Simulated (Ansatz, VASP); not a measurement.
## NiTe2 (Melonite): VASP beside Ansatz

Wanted: the spread between two codes on one cell, functional and k mesh. The cell is taken from a series of runs on this material, whose earlier steps may have relaxed, scaled, displaced or heated it; both programs get it as it stands.

Main program and level: Ansatz 0.2.0; plane waves, with VASP 6.6.1 beside it; zone-centre phonons at PBEsol.

## Step 1: Starting point

It takes space group P-3m1 (No. 164, trigonal). Conventional cell: a = 3.836 Å, b = 3.836 Å, c = 5.133 Å, α = 90.00°, β = 90.00°, γ = 120.00°. Nearest to Ni lie 6 Te at 2.56 Å. Nearest to Te lie 3 Ni at 2.56 Å. Farther neighbours and most contacts between anions are not listed.

Coordinates:

```cif
data_structure
_symmetry_space_group_name_H-M 'P-3m1'
_symmetry_Int_Tables_number 164
_cell_length_a 3.8360
_cell_length_b 3.8360
_cell_length_c 5.1332
_cell_angle_alpha 90.000
_cell_angle_beta 90.000
_cell_angle_gamma 120.000
_cell_volume 65.41
loop_
_atom_site_label
_atom_site_type_symbol
_atom_site_symmetry_multiplicity
_atom_site_Wyckoff_symbol
_atom_site_fract_x
_atom_site_fract_y
_atom_site_fract_z
_atom_site_occupancy
Ni1 Ni 1 a 0.00000 0.00000 0.00000 1
Te1 Te 2 d 0.33333 0.66667 0.25147 1
```

## Step 2: VASP: zone-centre phonons, PBEsol

Second derivatives magnify differences that forces hide, and they need a tight electronic threshold.

Lines of VASP's logs that name or quote its potential files are left out, and so is its time.

The input, INCAR:

```
SYSTEM = NiTe2
PREC = Accurate
ENCUT = 600
EDIFF = 1E-08
NELM = 120
ISMEAR = 1
SIGMA = 0.2
LREAL = .FALSE.
ALGO = Normal
GGA = PS
NBANDS = 17
LASPH = .TRUE.
LORBIT = 11
LWAVE = .FALSE.
LCHARG = .FALSE.
ISIF = 2
IBRION = 8
GGA_COMPAT = .FALSE.
```

The input, POSCAR:

```
NiTe2
1.0
    3.8360011794      0.0000000000      0.0000000000
   -1.9180005897      3.3220744703      0.0000000000
    0.0000000000      0.0000000000      5.1331936517
Ni Te
1 2
Direct
    0.0000000000      0.0000000000      0.0000000000
    0.3333333333      0.6666666667      0.2514715731
    0.6666666667      0.3333333333      0.7485284269
```

The input, KPOINTS:

```
Automatic mesh
0
Gamma
6 6 4
0 0 0
```

The projector-augmented-wave data sets are Ni and Te (PBE family, release 64).

On the command line:

```
$ mpirun -np 1 vasp_std
```

Numbers of over 12 decimals in the logs are rounded to 6 here.

What it wrote:

```text
[banner, memory and clock lines left out]
running    1 mpi-ranks, on    1 nodes
 distrk:  each k-point on    1 cores,    1 groups
 distr:  one band on    1 cores,    1 groups

 POSCAR found type information on POSCAR NiTe
 POSCAR found :  2 types and       3 ions
|                                                                             |
|               ----> ADVICE to this user running VASP <----                  |
|                                                                             |
|     You enforced a specific xc type in the INCAR file but a different       |
|     [... a line on the potential file left out ...]
|     I HOPE YOU KNOW WHAT YOU ARE DOING!                                     |
|                                                                             |

 LDA part: xc-table for (Slater+PW92), standard interpolation
 POSCAR, INCAR and KPOINTS ok, starting setup
 FFT: planning ... GRIDC
 FFT: planning ... GRID_SOFT
 FFT: planning ... GRID
 WAVECAR not read
 entering main loop
       N       E                     dE             d eps       ncg     rms          rms(c)
DAV:   1     0.115280501596E+03    0.11528E+03   -0.97582E+03   816   0.133E+03
DAV:   2    -0.682709104282E+01   -0.12211E+03   -0.11759E+03   870   0.253E+02
DAV:   3    -0.149580336986E+02   -0.81309E+01   -0.79336E+01  1060   0.709E+01
DAV:   4    -0.151404882035E+02   -0.18245E+00   -0.18228E+00  1006   0.998E+00
DAV:   5    -0.151448857451E+02   -0.43975E-02   -0.43974E-02  1101   0.161E+00    0.155E+01
DAV:   6    -0.199870879325E+02   -0.48422E+01   -0.46107E+01   853   0.125E+02    0.232E+01
DAV:   7    -0.142261815194E+02    0.57609E+01   -0.99730E+00  1023   0.760E+01    0.604E+00
DAV:   8    -0.141078182497E+02    0.11836E+00   -0.28734E+00  1041   0.304E+01    0.458E+00
DAV:   9    -0.139973843542E+02    0.11043E+00   -0.77392E-01   936   0.145E+01    0.187E+00
DAV:  10    -0.139973798077E+02    0.45465E-05   -0.22625E-02   889   0.117E+00    0.151E+00
DAV:  11    -0.139963667302E+02    0.10131E-02   -0.22707E-03  1011   0.632E-01    0.520E-01
DAV:  12    -0.139962658670E+02    0.10086E-03   -0.31174E-04   906   0.107E-01    0.260E-01
DAV:  13    -0.139961510352E+02    0.11483E-03   -0.13417E-04  1022   0.203E-01    0.117E-01
DAV:  14    -0.139961162417E+02    0.34794E-04   -0.58621E-05  1194   0.115E-01    0.411E-02
DAV:  15    -0.139961127690E+02    0.34727E-05   -0.85623E-06  1233   0.302E-02    0.256E-02
DAV:  16    -0.139961114823E+02    0.12867E-05   -0.13442E-06  1080   0.200E-02    0.911E-03
DAV:  17    -0.139961108521E+02    0.63014E-06   -0.10569E-06  1153   0.144E-02    0.572E-04
DAV:  18    -0.139961108519E+02    0.23715E-09   -0.12346E-07   894   0.256E-03    0.647E-04
DAV:  19    -0.139961108519E+02   -0.50932E-10   -0.21345E-09   446   0.611E-04
   1 F= -.13996111E+02 E0= -.13997041E+02  d E =0.279119E-02
 Linear response reoptimize wavefunctions to high precision
DAV:   1    -0.139961108667E+02   -0.14755E-07   -0.24811E-09   558   0.784E-04
DAV:   2    -0.139961108668E+02   -0.10050E-09   -0.79417E-10   421   0.285E-04
DAV:   3    -0.139961108668E+02   -0.52296E-11   -0.11508E-10   420   0.103E-04
 Linear response DOF=           4
 Linear response progress:
  Degree of freedom:   1/  4
       N       E                     dE             d eps       ncg     rms          rms(c)
RMM:   1    -0.192895429869E+00   -0.19290E+00   -0.12478E-01  2571   0.247E+00
RMM:   2    -0.186613339017E+00    0.62821E-02   -0.33036E-03  2264   0.659E-01    0.191E-01
RMM:   3    -0.186793054027E+00   -0.17972E-03   -0.29293E-04  2554   0.139E-01    0.112E-01
RMM:   4    -0.187328673830E+00   -0.53562E-03   -0.15900E-04  2556   0.912E-02    0.856E-03
RMM:   5    -0.187336444882E+00   -0.77711E-05   -0.25406E-06  2676   0.154E-02    0.580E-03
RMM:   6    -0.187326158073E+00    0.10287E-04   -0.42907E-07  2265   0.731E-03    0.384E-03
RMM:   7    -0.187324143255E+00    0.20148E-05   -0.16464E-07  2200   0.646E-03    0.784E-04
RMM:   8    -0.187323990298E+00    0.15296E-06   -0.22232E-08  2613   0.137E-03    0.571E-04
RMM:   9    -0.187321835851E+00    0.21544E-05   -0.17337E-09  2711   0.371E-04    0.202E-04
RMM:  10    -0.187321926956E+00   -0.91105E-07    0.11842E-09  2774   0.110E-04    0.151E-04
RMM:  11    -0.187321692055E+00    0.23490E-06   -0.55572E-10  2756   0.421E-05    0.417E-05
RMM:  12    -0.187321686615E+00    0.54398E-08   -0.23318E-10  2873   0.156E-05    0.132E-05
 first order change of Fermi-energy   0.12648E-04
 force on displaced ion       1 direction 1 :  -9.011   0.000   0.000
 Linear response progress:
  Degree of freedom:   2/  4
       N       E                     dE             d eps       ncg     rms          rms(c)
RMM:   1    -0.195988705278E+00   -0.19599E+00   -0.11808E-01  1325   0.245E+00
RMM:   2    -0.190418634194E+00    0.55701E-02   -0.40769E-03  1159   0.674E-01    0.187E-01
RMM:   3    -0.190395747062E+00    0.22887E-04   -0.59975E-04  1277   0.149E-01    0.108E-01
RMM:   4    -0.190655843649E+00   -0.26010E-03   -0.11442E-04  1289   0.808E-02    0.236E-02
RMM:   5    -0.190791579355E+00   -0.13574E-03   -0.10419E-05  1340   0.270E-02    0.951E-03
RMM:   6    -0.190792288638E+00   -0.70928E-06   -0.34396E-07  1104   0.162E-02    0.601E-03
RMM:   7    -0.190793274566E+00   -0.98593E-06   -0.24432E-08  1097   0.769E-03    0.105E-03
RMM:   8    -0.190791487025E+00    0.17875E-05   -0.13415E-07  1340   0.214E-03    0.653E-04
RMM:   9    -0.190787689698E+00    0.37973E-05   -0.49910E-08  1369   0.605E-04    0.306E-04
RMM:  10    -0.190787037596E+00    0.65210E-06    0.52143E-08  1221   0.342E-04    0.983E-05
RMM:  11    -0.190786771154E+00    0.26644E-06   -0.44312E-09  1384   0.101E-04    0.327E-05
RMM:  12    -0.190786727763E+00    0.43391E-07   -0.12016E-09  1386   0.445E-05    0.970E-06
RMM:  13    -0.190786793089E+00   -0.65326E-07    0.10436E-09  1421   0.126E-05    0.597E-06
RMM:  14    -0.190786770884E+00    0.22205E-07    0.22657E-10  1234   0.921E-06    0.311E-06
RMM:  15    -0.190786783793E+00   -0.12909E-07    0.37246E-10  1255   0.478E-06    0.120E-06
RMM:  16    -0.190786783855E+00   -0.61983E-10    0.11360E-10   619   0.285E-06    0.904E-07
 first order change of Fermi-energy  -0.62276E-03
 force on displaced ion       1 direction 3 :   0.000  -0.000  -7.565
 Linear response progress:
  Degree of freedom:   3/  4
       N       E                     dE             d eps       ncg     rms          rms(c)
RMM:   1    -0.421760587631E-01   -0.42176E-01    0.48749E-02  6303   0.122E+00
RMM:   2    -0.410693092657E-01    0.11067E-02   -0.28325E-03  3866   0.503E-01    0.673E-02
RMM:   3    -0.411277898468E-01   -0.58481E-04   -0.40575E-04  4237   0.125E-01    0.490E-02
RMM:   4    -0.410868285435E-01    0.40961E-04   -0.19597E-05  4351   0.352E-02    0.335E-02
RMM:   5    -0.410643498503E-01    0.22479E-04   -0.68642E-06  4381   0.161E-02    0.247E-03
RMM:   6    -0.410620834892E-01    0.22664E-05    0.42846E-07  4014   0.679E-03    0.328E-03
RMM:   7    -0.410614643568E-01    0.61913E-06    0.10492E-07  3745   0.428E-03    0.186E-03
RMM:   8    -0.410599245949E-01    0.15398E-05    0.19034E-07  4409   0.136E-03    0.578E-04
RMM:   9    -0.410594538759E-01    0.47072E-06   -0.14167E-07  4510   0.399E-04    0.222E-04
RMM:  10    -0.410591187275E-01    0.33515E-06    0.15782E-08  4456   0.162E-04    0.244E-05
RMM:  11    -0.410590871615E-01    0.31566E-07   -0.15479E-08  4610   0.481E-05    0.160E-05
RMM:  12    -0.410590593472E-01    0.27814E-07   -0.42019E-09  4525   0.193E-05    0.390E-06
RMM:  13    -0.410590634557E-01   -0.41085E-08   -0.24983E-09  4892   0.765E-06    0.288E-06
 first order change of Fermi-energy   0.42097E-04
 force on displaced ion       2 direction 1 :  -4.569  -0.002  -0.000
 Linear response progress:
  Degree of freedom:   4/  4
       N       E                     dE             d eps       ncg     rms          rms(c)
RMM:   1    -0.559552488062E-01   -0.55955E-01    0.68950E-02  1892   0.126E+00
RMM:   2    -0.544111064201E-01    0.15441E-02   -0.29153E-03  1253   0.482E-01    0.102E-01
RMM:   3    -0.543958556363E-01    0.15251E-04   -0.33307E-04  1327   0.118E-01    0.744E-02
RMM:   4    -0.543105747530E-01    0.85281E-04   -0.29511E-05  1267   0.438E-02    0.416E-02
RMM:   5    -0.543133781919E-01   -0.28034E-05   -0.69250E-05  1276   0.836E-02    0.435E-02
RMM:   6    -0.542739383960E-01    0.39440E-04   -0.23879E-05  1199   0.522E-02    0.506E-03
RMM:   7    -0.542757625334E-01   -0.18241E-05   -0.96633E-07  1329   0.687E-03    0.399E-03
RMM:   8    -0.542754074622E-01    0.35507E-06   -0.15340E-07  1378   0.189E-03    0.101E-03
RMM:   9    -0.542754610377E-01   -0.53576E-07   -0.67422E-08  1330   0.680E-04    0.105E-03
RMM:  10    -0.542753242143E-01    0.13682E-06   -0.37750E-09  1416   0.208E-04    0.245E-04
RMM:  11    -0.542753890968E-01   -0.64883E-07   -0.34227E-09  1401   0.771E-05    0.151E-04
RMM:  12    -0.542754045350E-01   -0.15438E-07    0.18018E-09  1281   0.432E-05    0.912E-06
RMM:  13    -0.542753950646E-01    0.94704E-08    0.54299E-10  1444   0.165E-05    0.138E-05
 first order change of Fermi-energy  -0.63331E+00
 force on displaced ion       2 direction 3 :   0.000  -0.000  -7.764
 Linear response finished
```

From OUTCAR (step 2):

```text
ion  position               nearest neighbor table
   1  0.000  0.000  0.000-   2 2.56   3 2.56   2 2.56   3 2.56   3 2.56   2 2.56
   2  0.333  0.667  0.251-   1 2.56   1 2.56   1 2.56   3 3.38   3 3.38   3 3.38   3 3.40   3 3.40
                             3 3.40
   3  0.667  0.333  0.749-   1 2.56   1 2.56   1 2.56   2 3.38   2 3.38   2 3.38   2 3.40   2 3.40
                             2 3.40

  LATTYP: Found a hexagonal cell.
 ALAT       =     3.8360011794
 C/A-ratio  =     1.3381626886

 Subroutine GETGRP returns: Found 12 space group operations
 (whereof 12 operations were pure point group operations)

The static configuration has the point symmetry D_3d.

 Found     24 irreducible k-points:

   k-points           NKPTS =     24   k-points in BZ     NKDIM =     24   number of bands    NBANDS=     17

   dimension x,y,z NGX =    32 NGY =   32 NGZ =   42
   dimension x,y,z NGXF=    64 NGYF=   64 NGZF=   84

   ENCUT  =  600.0 eV  44.10 Ry    6.64 a.u.   7.66  7.66 10.25*2*pi/ulx,y,z

   NELECT =      22.0000    total number of electrons

 k-points in reciprocal lattice and weights: Automatic mesh
   0.00000000  0.00000000  0.00000000       0.007
   0.16666667  0.00000000  0.00000000       0.042
   0.33333333  0.00000000  0.00000000       0.042
   0.50000000  0.00000000  0.00000000       0.021
   0.16666667  0.16666667  0.00000000       0.042
   0.33333333  0.16666667  0.00000000       0.083
   0.33333333  0.33333333  0.00000000       0.014
   0.00000000  0.00000000  0.25000000       0.014
   0.16666667  0.00000000  0.25000000       0.042
[...]
0.33333333  0.16666667  0.50000000       0.083
   0.33333333  0.33333333  0.50000000       0.014

 average (electrostatic) potential at core
       1 -82.8829       2 -86.1786       3 -86.1786

  Total       -0.1037141     -0.1037141      0.0015724      0.0000000      0.0000000      0.0000000
  in kB       -2.5402271     -2.5402271      0.0385132      0.0000000      0.0000000      0.0000000
  external PRESSURE =      -1.6806470 kB  Pullay stress =       0.0000000 kB

  energy-cutoff  :      600.00
  volume of cell :       65.41
      direct lattice vectors                 reciprocal lattice vectors
     3.836001179  0.000000000  0.000000000     0.260688137  0.150508366  0.000000000
    -1.918000590  3.322074470  0.000000000     0.000000000  0.301016732  0.000000000
     0.000000000  0.000000000  5.133193652     0.000000000  0.000000000  0.194810496

 POSITION                                       TOTAL-FORCE (eV/Angst)
 -----------------------------------------------------------------------------------
      0.00000      0.00000      0.00000         0.000000      0.000000      0.000000
     -0.00000      2.21472      1.29085        -0.000000      0.000000     -0.021061
      1.91800      1.10736      3.84234        -0.000000     -0.000000      0.021061
 -----------------------------------------------------------------------------------
    total drift:                                0.000000      0.000000     -0.000000

 Eigenvectors and eigenvalues of the dynamical matrix
 ----------------------------------------------------

   1 f  =    6.795993 THz    42.700486 2PiTHz  226.689939 cm-1    28.105958 meV
             X         Y         Z           dx          dy          dz
      0.000000  0.000000  0.000000     0.901357   -0.000094   -0.000000
     -0.000000  2.214716  1.290852    -0.306232    0.000032    0.000000
      1.918001  1.107358  3.842341    -0.306232    0.000032    0.000000

   2 f  =    6.795993 THz    42.700486 2PiTHz  226.689939 cm-1    28.105958 meV
             X         Y         Z           dx          dy          dz
      0.000000  0.000000  0.000000     0.000094    0.901357   -0.000000
     -0.000000  2.214716  1.290852    -0.000032   -0.306232   -0.000000
      1.918001  1.107358  3.842341    -0.000032   -0.306232    0.000000

   3 f  =    6.225124 THz    39.113608 2PiTHz  207.647789 cm-1    25.745033 meV
             X         Y         Z           dx          dy          dz
      0.000000  0.000000  0.000000    -0.000000   -0.000000   -0.901644
     -0.000000  2.214716  1.290852     0.000000    0.000000    0.305809
      1.918001  1.107358  3.842341    -0.000000    0.000000    0.305809

   4 f  =    4.742805 THz    29.799920 2PiTHz  158.202929 cm-1    19.614655 meV
             X         Y         Z           dx          dy          dz
      0.000000  0.000000  0.000000    -0.000000    0.000000   -0.000000
     -0.000000  2.214716  1.290852     0.000000   -0.000000    0.707107
      1.918001  1.107358  3.842341    -0.000000    0.000000   -0.707107

   5 f  =    2.973441 THz    18.682679 2PiTHz   99.183308 cm-1    12.297157 meV
             X         Y         Z           dx          dy          dz
      0.000000  0.000000  0.000000     0.000000   -0.000000   -0.000000
     -0.000000  2.214716  1.290852    -0.707107   -0.000109   -0.000000
      1.918001  1.107358  3.842341     0.707107    0.000109   -0.000000

   6 f  =    2.973441 THz    18.682679 2PiTHz   99.183308 cm-1    12.297157 meV
             X         Y         Z           dx          dy          dz
      0.000000  0.000000  0.000000    -0.000000   -0.000000    0.000000
     -0.000000  2.214716  1.290852     0.000109   -0.707107    0.000000
      1.918001  1.107358  3.842341    -0.000109    0.707107    0.000000

   7 f/i=    0.000496 THz     0.003119 2PiTHz    0.016560 cm-1     0.002053 meV
             X         Y         Z           dx          dy          dz
      0.000000  0.000000  0.000000     0.000000   -0.000000   -0.432480
     -0.000000  2.214716  1.290852     0.000000   -0.000000   -0.637558
      1.918001  1.107358  3.842341     0.000000   -0.000000   -0.637558

   8 f/i=    0.005047 THz     0.031710 2PiTHz    0.168345 cm-1     0.020872 meV
             X         Y         Z           dx          dy          dz
      0.000000  0.000000  0.000000    -0.279251   -0.331021    0.000000
     -0.000000  2.214716  1.290852    -0.410971   -0.487160    0.000000
      1.918001  1.107358  3.842341    -0.410971   -0.487160    0.000000

   9 f/i=    0.005047 THz     0.031710 2PiTHz    0.168345 cm-1     0.020872 meV
             X         Y         Z           dx          dy          dz
      0.000000  0.000000  0.000000     0.331021   -0.279251    0.000000
     -0.000000  2.214716  1.290852     0.487160   -0.410971    0.000000
      1.918001  1.107358  3.842341     0.487160   -0.410971    0.000000

 ELASTIC MODULI CONTR FROM IONIC RELAXATION (kBar)
 Direction    XX          YY          ZZ          XY          YZ          ZX
 --------------------------------------------------------------------------------
 XX        -188.5470    -51.6170   -200.1986      0.0000    123.6935     -0.0000
 YY         -51.6170   -188.5470   -200.1986     -0.0000   -123.6935      0.0000
 ZZ        -200.1986   -200.1986   -333.7677      0.0000     -0.0000     -0.0000
 XY           0.0000     -0.0000      0.0000    -68.4650     -0.0000    103.1262
 YZ         123.6935   -123.6935     -0.0000     -0.0000   -223.4731      0.0000
 ZX          -0.0000      0.0000     -0.0000    103.1262      0.0000   -155.3350
 --------------------------------------------------------------------------------
```

(Continued in part 2 of 2.)

[Lines on the potential files, build, host, timing and source positions are cut from VASP's logs without a mark.]

[Logs are printed without paths, hosts, clocks, repeated set-up lines and the standing remarks that a program may print on its own settings, such as how far it seeks lower states.]

[Hosts, paths, dates, database ids (printed as entryN), source tags and the programs' standing remarks are cut or masked in the printed files.]
